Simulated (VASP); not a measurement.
Runs of VASP 6.6.1 on MoS2. The structure is hexagonal, space group P6_3/mmc (No. 194). Conventional cell: a = 3.161 Å, b = 3.161 Å, c = 12.295 Å, α = 90.00°, β = 90.00°, γ = 120.00°. Mo (site symmetry -6m2) has 6 S at 2.40 Å as nearest neighbours. S (site symmetry 3m) has 3 Mo at 2.40 Å as nearest neighbours. The cell was built by a generator and needn't be a form met in nature.

```csv
level,potentials or basis,further INCAR settings,gap on the mesh (eV),pressure (GPa),largest force (eV/Å)
PBE+D4,"VASP PAW PBE potentials, release 64 (Mo_sv, S)",ALGO = Fast; EDIFF = 1e-06,0.99,-1.0,0.05
LDA,"VASP PAW LDA potentials, release 64 (Mo_sv, S)",ALGO = Fast; EDIFF = 1e-06,0.91,(b),0.42
vdW-DF2,"VASP PAW PBE potentials, release 64 (Mo_sv, S)",ALGO = Fast; EDIFF = 1e-06,(a),13.4,0.88
PBEsol,"VASP PAW PBE potentials, release 64 (Mo_sv, S)",ALGO = Fast; EDIFF = 1e-06,0.95,-2.2,0.26
optB86b-vdW,"VASP PAW PBE potentials, release 64 (Mo_sv, S)",ALGO = Fast; EDIFF = 1e-06,0.96,1.0,0.09
SCAN,"VASP PAW PBE potentials, release 64 (Mo_sv, S)",ALGO = Normal; EDIFF = 1e-06,1.10,0.5,0.24
```

Alike in all rows: task single point; no spin polarisation; cell as given; k mesh 8 × 8 × 2; cutoff (eV) 520; smearing fermi-dirac 0.05 eV.

Problem. Fill in the values left out.

Solution. (a) 0.97; (b) -4.8.

Caveats: the PAW data sets were made with another functional, which shifts forces and pressure a little (some runs); this functional lacks dispersion, which binds the layers, so the pressure and a relaxed spacing across them are unreliable (some runs).

A k mesh can miss the band edges, and the runs leave out spin-orbit coupling on Mo.
